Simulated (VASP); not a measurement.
Crystal: GaAs.

```
Ga As
1.0
     0.00000    2.82685    2.82685
     2.82685    0.00000    2.82685
     2.82685    2.82685    0.00000
Ga As
1 1
Direct
  0.00000 0.00000 0.00000
  0.25000 0.25000 0.25000
```

```yaml
Program: VASP 6.6.1
Task: relaxation of cell and atoms
Functional: PBE
Potentials_or_basis: VASP PAW PBE potentials, release 64 (Ga_d, As)
Cutoff: 520 eV
k_mesh: 2 × 2 × 2
Occupations: gaussian, width 0.02 eV
Spin: no spin polarisation
```

At the start: pressure 9.4 GPa; volume 22.59 Å³/atom.

How do energy, volume and symmetry change on relaxing?

Over 6 steps the energy falls by 189.0 meV/atom and the volume is 28.63 Å³/atom (+26.7 %); space group F-43m (No. 216, to 0.05 Å).

The path:
```tsv
step	energy change (eV)	largest force (eV/Å)	pressure (GPa)	volume (Å³)
1	0.0000	0.0000	9.36	45.18
2	-0.3579	0.0000	2.45	54.37
3	-0.3779	0.0000	0.06	57.24
4	-0.3778	0.0000	-0.11	57.50
5	-0.3779	0.0000	-0.05	57.32
6	-0.3779	0.0000	0.01	57.26
```

Final structure:
```yaml
crystal:
  lattice:
    - [0.00000, 3.05921, 3.05921]
    - [3.05921, 0.00000, 3.05921]
    - [3.05921, 3.05921, 0.00000]
  atoms:
    - { symbol: Ga, position: [0.00000, 0.00000, 0.00000] }
    - { symbol: As, position: [0.25000, 0.25000, 0.25000] }
```

Caveat: the k mesh is coarse (spacing up to 0.96 Å⁻¹), so the values aren't converged; the volume moved by over 15 % at a fixed basis, so the end points are rough; the volume moved by +27 % from the deposited cell, more than functionals usually miss.
